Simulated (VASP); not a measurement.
OSZICAR of a VASP run on ZrB₂ (AlB2 type):

OSZICAR:
```
       N       E                     dE             d eps       ncg     rms          rms(c)
DAV:   1     0.126468395508E+03    0.12647E+03   -0.10925E+04  2080   0.159E+03
DAV:   2    -0.210935916593E+02   -0.14756E+03   -0.14274E+03  2458   0.362E+02
DAV:   3    -0.274999987502E+02   -0.64064E+01   -0.62464E+01  3318   0.654E+01
DAV:   4    -0.276703245864E+02   -0.17033E+00   -0.17025E+00  2735   0.970E+00
DAV:   5    -0.276748267930E+02   -0.45022E-02   -0.45019E-02  3215   0.120E+00    0.214E+01
DAV:   6    -0.250183847602E+02    0.26564E+01   -0.77730E+00  2515   0.198E+01    0.868E+00
DAV:   7    -0.249858092191E+02    0.32576E-01   -0.91135E-01  3173   0.627E+00    0.306E+00
DAV:   8    -0.249868076161E+02   -0.99840E-03   -0.10041E-01  2489   0.296E+00    0.808E-01
DAV:   9    -0.249838506490E+02    0.29570E-02   -0.17598E-02  2587   0.111E+00    0.147E-01
DAV:  10    -0.249838110303E+02    0.39619E-04   -0.91791E-04  2738   0.288E-01    0.434E-02
DAV:  11    -0.249838251607E+02   -0.14130E-04   -0.31194E-05  2700   0.682E-02    0.130E-02
DAV:  12    -0.249838252708E+02   -0.11002E-06   -0.18969E-06  2079   0.152E-02
   1 F= -.24983825E+02 E0= -.24983845E+02  d E =-.249838E+02
       N       E                     dE             d eps       ncg     rms          rms(c)
DAV:   1    -0.249842024468E+02   -0.37729E-03   -0.17879E-02  2205   0.142E+00    0.158E-01
DAV:   2    -0.249839489574E+02    0.25349E-03   -0.84872E-04  2400   0.301E-01    0.540E-02
DAV:   3    -0.249838847872E+02    0.64170E-04   -0.22629E-04  3215   0.132E-01    0.330E-02
DAV:   4    -0.249838842551E+02    0.53213E-06   -0.11881E-05  2505   0.295E-02    0.121E-02
DAV:   5    -0.249838839258E+02    0.32930E-06   -0.82885E-06  3245   0.224E-02
   2 F= -.24983884E+02 E0= -.24983906E+02  d E =-.586550E-04
```

Which electronic solver shows in the log?

It is blocked Davidson (ALGO = Normal, or the opening steps of other solvers). The INCAR had ALGO = Normal.

Can the final energy be trusted as converged?

The run converged. It stopped with EDIFF = 1E-6, NELM = 100, NSW = 40 and EDIFFG = -0.02 after 2 ionic steps (PBE GGA, plane waves, VASP's PBE PAW potentials (set 64)).

The compound is ZrB2 in the AlB2 type structure. This run relaxes it. Symmetry was kept, so distortions that lower it aren't found.
